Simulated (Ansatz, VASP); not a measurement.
## One calculation of Na4Os, two programs

```xyz
5
Lattice="4.7274 0.0000 0.0000 0.0000 4.7274 0.0000 0.0000 0.0000 4.7274" Properties=species:S:1:pos:R:3 pbc="T T T"
Na    1.1819    1.1819    1.1819
Na    3.5456    3.5456    1.1819
Na    1.1819    3.5456    3.5456
Na    3.5456    1.1819    3.5456
Os    0.0000    0.0000    0.0000
```

Change from the starting cell: species swapped into the SnI4 type (P-43m, No. 215).

Alike in both runs: task single point; functional PBE; k mesh 4 × 4 × 4; occupations gaussian, width 0.1 eV; no spin polarisation.

|  | VASP | Ansatz |
| --- | --- | --- |
| version | VASP 6.6.1 | Ansatz 0.2.0 |
| potentials or method | VASP PAW PBE potentials, release 64 (Na_pv, Os) | scalar-relativistic, plane waves, PAW |
| plane-wave cutoff (eV) | 520 | 420 |
| valence electrons in the cell | 36 | 52 |

Ansatz gave:

```
gap on the k mesh at the Fermi level (eV) : 0.08
least direct gap on the mesh (eV)         : 0.43
pressure (GPa)                            : 26.5
rms of the force components (eV/Å)        : 3.260
```

Problem. Which values does VASP return?

Solution. gap on the k mesh at the Fermi level (eV): 0.12; least direct gap on the mesh (eV): 0.44; pressure (GPa): 26.2; rms of the force components (eV/Å): 3.235.

The two sets of potentials don't hold the same shells in valence.

Caveats: so large a pressure means that the cell lies far from this level's equilibrium, or that cutoff or potentials fall short (VASP); spin-orbit coupling is left out, which moves the levels of the heavy elements.
